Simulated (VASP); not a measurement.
Consider the following.

```yaml
crystal:
  lattice:
    - [4.12301, 0.00000, 0.00000]
    - [0.00000, 4.12301, 0.00000]
    - [0.00000, 0.00000, 4.12301]
  atoms:
    - { symbol: Ba, position: [0.00000, 0.00000, 0.00000] }
    - { symbol: Hf, position: [0.50000, 0.50000, 0.50000] }
    - { symbol: O, position: [0.50000, 0.00000, 0.50000] }
    - { symbol: O, position: [0.00000, 0.50000, 0.50000] }
    - { symbol: O, position: [0.50000, 0.50000, 0.00000] }
```

These are LDA (Ceperley-Alder, Perdew-Zunger), VASP's LDA PAW potentials (set 64) (plane waves; VASP) values and carry that method's errors. Run with 520 eV cut-off, 6×6×6 Γ-centred mesh, Gaussian smearing of 0.010 eV, potentials Ba_sv Hf_pv O.

**Question.** Give the electronic dielectric tensor ε∞ (DFPT, local fields included).

**Answer.** 
```
4.75  0.00  0.00
0.00  4.75  0.00
0.00  0.00  4.75
```

**Question.** Give the Born effective charges.

**Answer.** 
| atom | Z*xx | Z*yy | Z*zz | mean |
|---|---|---|---|---|
| Ba1 | 2.75 | 2.75 | 2.75 | 2.75 |
| Hf2 | 5.86 | 5.86 | 5.86 | 5.86 |
| O3 | -2.03 | -4.55 | -2.03 | -2.87 |
| O4 | -4.55 | -2.03 | -2.03 | -2.87 |
| O5 | -2.03 | -2.03 | -4.55 | -2.87 |

The compound is BaHfO3 in the cubic perovskite structure. It was relaxed first.
